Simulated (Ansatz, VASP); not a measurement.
# Cross-check of SrLi3Cl3O between VASP and Ansatz

One calculation is typed for both programs; each brings its own data sets. How far apart do they land? The cell is generated by rule, not measured, and may not be a known phase. The cell is taken from a series of runs on this material, whose earlier steps may have relaxed, scaled, displaced or heated it; both programs get it as it stands.

Calculated with Ansatz 0.2.0; plane waves, with VASP 6.6.1 beside it; relaxation of cell and atoms at PBEsol.

The structure was built from a prototype and need not be the compound's stable phase.

## Step 1: The structure

It takes space group P4/mmm (No. 123, tetragonal). Conventional cell: a = 3.540 Å, b = 3.540 Å, c = 10.693 Å, α = 90.00°, β = 90.00°, γ = 90.00°. Nearest to Cl lie 5 Li at 2.54 Å and 1 Sr at 2.81 Å. Nearest to Cl lie 6 Li at 2.50 to 2.95 Å. Nearest to Li lie 1 O at 2.40 Å and 5 Cl at 2.54 to 2.95 Å. Nearest to Li lie 6 Cl at 2.50 to 2.54 Å. O has 2 Li at 2.40 Å and 4 Sr at 2.50 Å nearest. Nearest to Sr lie 4 O at 2.50 Å and 2 Cl at 2.81 Å. Farther neighbours and most contacts between anions are not listed.

## Step 2: Ansatz: relaxation of cell and atoms, PBEsol, pair 1

Ansatz runs on its default PAW (the set named soft_2) files.

The relaxed volume is the usual yardstick between codes: in a stiff, nearly cubic crystal its relative difference is about their pressure difference at one cell divided by the bulk modulus.

Contents of input.yaml:

```yaml
crystal:
  lattice:
    - [2.5035043293, 2.5035043293, 0.0]
    - [-2.5035043293, 2.5035043293, 0.0]
    - [0.0, 0.0, 10.692962655]
  atoms:
    - { symbol: Cl, position: [0.0, 0.0, 0.2627577805] }
    - { symbol: Cl, position: [0.5, 0.5, 0.5] }
    - { symbol: Cl, position: [0.0, 0.0, 0.7372422195] }
    - { symbol: Li, position: [0.5, 0.5, 0.2241161823] }
    - { symbol: Li, position: [0.0, 0.0, 0.5] }
    - { symbol: Li, position: [0.5, 0.5, 0.7758838177] }
    - { symbol: O, position: [0.5, 0.5, 0.0] }
    - { symbol: Sr, position: [0.0, 0.0, 0.0] }
kpoints:
  mp_grid: { grid: [6, 6, 2] }
hamiltonian:
  xc: pbesol
scf:
  occupations: { method: gaussian, width: 0.02 }
output:
  forces: true
  stress: true
  eigenvalues: true
relax:
  adjacent_minimum: "off"
  f_tol: 0.005
  max_steps: 80
  cell: { stress_tol: 0.05 }
```

Started as:

```bash
$ ansatz run input.yaml --threads 8 --pin off --max-ram 14336MiB --backend cpu --events-out ev --progress --plain --runs-dir out
```

Numbers of over 12 decimals in the logs are rounded to 6 here.

Log:

```text
Engine: ansatz 0.2.0, aarch64-unknown-linux-gnu
Pseudopotentials: kind: paw
Pseudopotential: Cl, paw, valence charge 7, recommended cutoff 420 eV (normal), Cl.paw.azcp
Pseudopotential: Li, paw, valence charge 3, recommended cutoff 420 eV (normal), Li.paw.azcp
Pseudopotential: O, paw, valence charge 6, recommended cutoff 420 eV (normal), O.paw.azcp
Pseudopotential: Sr, paw, valence charge 10, recommended cutoff 420 eV (normal), Sr.paw.azcp
Functional definition: PBEsol
  exchange = pbesol_x
  correlation = pbesol_c
Crystal: 8 atoms, lattice volume = 134.037 Å³
Basis set: ecut = 420 eV, 2631 PW (Γ), exchange–correlation on 48×48×144 points (8 copies of the dense FFT grid, shifted against one another)
Bands: 31, of which v1, the nominal top of the filled ones, is band 23 counted from 1 (22 counted from 0)
Symmetry: 16 space group operations
Space group: P4/mmm (ITA 123), of the structure as read, at distance tolerance 5.1e-5 Å
k-points: 20 of 72
Non-local potential: Cl, projectors of the file, l = 0: 2, l = 1: 2, l = 2: 2
Non-local potential: Li, projectors of the file, l = 0: 3, l = 1: 2, l = 2: 1
Non-local potential: O, projectors of the file, l = 0: 2, l = 1: 2, l = 2: 1
Non-local potential: Sr, projectors of the file, l = 0: 3, l = 1: 2, l = 2: 2
PAW form: soft (Blöchl's): semilocal exchange-correlation on the pseudo side does not see the compensation charge
PAW frozen core: Cl, regenerated for the run's functional, and the local potential with it (the file was generated under x = pbe(κ = 0.804, μ = 0.219515), c = pbe(β = 0.066725))
PAW frozen core: O, regenerated for the run's functional, and the local potential with it (the file was generated under x = pbe(κ = 0.804, μ = 0.219515), c = pbe(β = 0.066725))
PAW frozen core: Sr, regenerated for the run's functional, and the local potential with it (the file was generated under x = pbe(κ = 0.804, μ = 0.219515), c = pbe(β = 0.066725))
PAW one-centre angular grid: Cl, 110 points (default); XC on 64 Gauss nodes
PAW one-centre angular grid: Li, 110 points (default); XC on 64 Gauss nodes
PAW one-centre angular grid: O, 110 points (default); XC on 64 Gauss nodes
PAW one-centre angular grid: Sr, 110 points (default); XC on 64 Gauss nodes
Initial density: superposition of atomic densities (neutral atoms: chi_scale 0, normalization atom), corrected by the library's trained network
Initial wavefunctions: pseudopotential atomic-orbital guess
Functional: x = pbesol(κ = 0.804, μ = 0.123457), c = pbesol(β = 0.046)
SCF iter   1: F=—  HF=-7858.104527 eV  |F-HF|=—  |Δ(HF+E_count)|=         —  Δρ=7.62e-3  dr2=8.90e-2  ethr=1.77e-3  ⟨swp⟩=10.7  Hψ=3656  notcnv=0  defer=1
preconditioner: auto → Resta (q_TF=auto, 2.283 Å⁻¹)  ε∞=3.2  [insulator: Δε(μ)=3.944 eV  Ē_g=13.388 eV  σ=0.020 eV  W_gap=1.00  n_scr=26 (ndim 8)  ℏωp=19.8 eV  f_vac=0.000  D(μ)=0.00/eV (n_scr^D=0)  ε∞_Penn≈3.2]
SCF iter   2: F=—  HF=-7858.082387 eV  |F-HF|=—  |Δ(HF+E_count)|=   2.21e-2  Δρ=1.87e-3  dr2=6.92e-3  ethr=1.93e-4  ⟨swp⟩=2.7  Hψ=1010  notcnv=0  defer=57
SCF iter   3: F=—  HF=-7858.080629 eV  |F-HF|=—  |Δ(HF+E_count)|=   1.76e-3  Δρ=7.03e-4  dr2=8.79e-4  ethr=1.50e-5  ⟨swp⟩=2.9  Hψ=953  notcnv=0  defer=59
SCF iter   4: F=—  HF=-7858.080532 eV  |F-HF|=—  |Δ(HF+E_count)|=   9.72e-5  Δρ=1.36e-4  dr2=3.21e-5  ethr=1.91e-6  ⟨swp⟩=2.6  Hψ=926  notcnv=0  defer=59
SCF iter   5: F=—  HF=-7858.080602 eV  |F-HF|=—  |Δ(HF+E_count)|=   7.00e-5  Δρ=2.84e-5  dr2=2.04e-6  ethr=6.97e-8  ⟨swp⟩=2.0  Hψ=990  notcnv=0  defer=59
SCF iter   6: F=—  HF=-7858.080602 eV  |F-HF|=—  |Δ(HF+E_count)|=   2.24e-7  Δρ=8.47e-6  dr2=1.83e-7  ethr=4.43e-9  ⟨swp⟩=2.0  Hψ=801  notcnv=0  defer=59
SCF iter   7: F=-7858.080602 eV  HF=-7858.080602 eV  |F-HF|=1.32e-9  |Δ(HF+E_count)|=   2.52e-8  Δρ=1.96e-6  dr2=7.18e-9  ethr=2.17e-10  ⟨swp⟩=11.7  Hψ=3157  notcnv=0
SCF 1 converged in 7 iterations: F = -7858.080602 eV  dr2 = 7.18e-9
  greatest PAW one-centre occupation: 0.999 electrons in one spin orbital (limit 2), on the Li atom at site 4 (counted from 0), in its partial waves of l = 0
relax step   1: F+E_penalty+E_count = -7858.08060175 eV  Δ(F+E_penalty+E_count) = +0.000e0 eV  max|allowed force component| = 2.608e-2 eV/Å  Δτ_max = 0.0000 Å  P = +0.058 GPa  Ω = 134.037 Å³  (7 SCF iters, dr2 threshold 1.00e-7 eV, accepted)
[...]
relax step   3: F+E_penalty+E_count = -7858.08164768 eV  Δ(F+E_penalty+E_count) = -6.523e-4 eV  max|allowed force component| = 1.289e-2 eV/Å  Δτ_max = 0.0237 Å  P = +0.029 GPa  Ω = 134.352 Å³  energy of the carried Pulay correction = -1.985e-4 eV  (6 SCF iters, dr2 threshold 3.76e-8 eV, accepted)
[...]
relax step   4: F+E_penalty+E_count = -7858.08172179 eV  Δ(F+E_penalty+E_count) = -7.411e-5 eV  max|allowed force component| = 1.794e-3 eV/Å  Δτ_max = 0.0182 Å  P = -0.008 GPa  Ω = 134.533 Å³  energy of the carried Pulay correction = -3.122e-4 eV  (6 SCF iters, dr2 threshold 1.46e-8 eV, accepted)
[...]
relax step   5: F+E_penalty+E_count = -7858.08204179 eV  Δ(F+E_penalty+E_count) = -3.200e-4 eV  max|allowed force component| = 1.782e-3 eV/Å  Δτ_max = 0.0000 Å  P = -0.004 GPa  Ω = 134.533 Å³  stress off target by 7.35e-3 GPa  SCF on the basis re-selected at this cell (its energy is not comparable with the rows above)  (8 SCF iters)
basis re-selected at this cell: Δ(F+E_penalty+E_count) = -3.200e-4 eV, ΔP = +0.004 GPa vs the last step (what re-selecting the basis moved, of the pressure what is left beyond the Pulay correction that the steps carried, after the strain that the cell walked since its last selection, with what the two solves' SCF thresholds leave and, on support functions, any second-order correction that the steps lacked; it is no m [...]
SCF converged after 8 iterations
Free energy (F): -7858.082042 eV
Harris-Foulkes:  -7858.082042 eV  (|F-HF|=1.82e-12)
Internal energy: -7858.082042 eV  (E = F + TS)
E sigma→0 (E₀):  -7858.082042 eV
Fermi energy:    6.418569 eV
--- Per-component energies (eV) ---
  E_band       = -387.353019
  E_kinetic    = 972.360390
  E_local      = -2184.440048  (includes V_loc(G=0)·N_el)
  E_nonlocal   = 239.329509
  E_hartree    = 677.544116
  E_xc         = -598.077931
  E_vxc        = -665.522399  (∫ρ·V_xc dr)
  E_paw        = -4780.864913  (= ΣΔE_a)
  E_vpaw       = -104.171416  (= ΣTr[D̂ρ^β])
  E_aug_tail   = 0.002713  (compensation charges beyond the density's cutoff)
  E_ewald      = -2184.340809
  E_core_change = 0.404932  (= ΣΔE_core)
  E_smearing   = -0.000000  (= −TS)
  E_closure    = -0.000000  (closes the sum)
  Σ components = -7858.082042   (vs F -7858.082042, Δ=0.00e0)
--- Forces (eV/Å), atoms counted from 1 ---
  atom   1  Cl    -0.00000000     0.00000000    -0.00178204
  atom   2  Cl    -0.00000000    -0.00000000     0.00000000
  atom   3  Cl     0.00000000     0.00000000     0.00178204
  atom   4  Li    -0.00000000     0.00000000     0.00087418
  atom   5  Li    -0.00000000     0.00000000     0.00000000
  atom   6  Li     0.00000000     0.00000000    -0.00087418
  atom   7  O      0.00000000    -0.00000000     0.00000000
  atom   8  Sr     0.00000000     0.00000000     0.00000000
  max |Σ_I F_I| component: 1.08e-19 eV/Å
--- Stress (GPa, compression-positive) ---
       -0.007351      -0.000000      -0.000000
       -0.000000      -0.007351      -0.000000
       -0.000000      -0.000000       0.002401
  P = ⅓ Tr σ = -0.0041 GPa (-0.041 kbar)
--- Band table (eV; the first three rows and the last of 20) ---
  k-point 0: bands = [... 19 lower, 3.1438, 3.4958, 4.3330, 4.3330, 8.5040, 8.5428, 10.5213, 10.6389, ... 4 higher]
  k-point 1: bands = [... 19 lower, 3.1388, 3.3473, 4.3323, 4.3323, 8.5062, 8.9027, 9.6032, 11.2460, ... 4 higher]
  k-point 2: bands = [... 19 lower, 3.2063, 3.3610, 3.7676, 4.0090, 9.1117, 9.2353, 10.5588, 10.8235, ... 4 higher]
  k-point 19: bands = [... 19 lower, 2.7198, 3.4345, 4.1765, 4.1765, 8.8618, 8.8618, 10.3430, 10.8730, ... 4 higher]
--- Relaxed structure (4 steps of the walk, 4 accepted, 1 SCFs on fresh bases) ---
  F+E_penalty+E_count = -7858.08204179 eV   max|allowed force component| = 1.782e-3 eV/Å   (the final SCF, on the basis selected at the relaxed cell)
  cell:  # Å, volume = 134.5329 Å³
    - [2.505822, 2.505822, 0.0]
    - [-2.505822, 2.505822, 0.0]
    - [0.0, 0.0, 10.712685]
  atoms:
    - { symbol: Cl, position: [0, 0, 0.261119] }
    - { symbol: Cl, position: [0.5, 0.5, 0.500000] }
    - { symbol: Cl, position: [0, 0, 0.738881] }
    - { symbol: Li, position: [0.5, 0.5, 0.219300] }
    - { symbol: Li, position: [0, 0, 0.500000] }
    - { symbol: Li, position: [0.5, 0.5, 0.780700] }
    - { symbol: O, position: [0.5, 0.5, 0.0] }
    - { symbol: Sr, position: [0, 0, 0.0] }
```

(Part 1 of 2 ends here.)

[Lines on the potential files, build, host, timing and source positions are cut from VASP's logs without a mark.]

[Logs are printed without paths, hosts, clocks, repeated set-up lines and the standing remarks that a program may print on its own settings, such as how far it seeks lower states.]

[Hosts, paths, dates, database ids (printed as entryN), source tags and the programs' standing remarks are cut or masked in the printed files.]
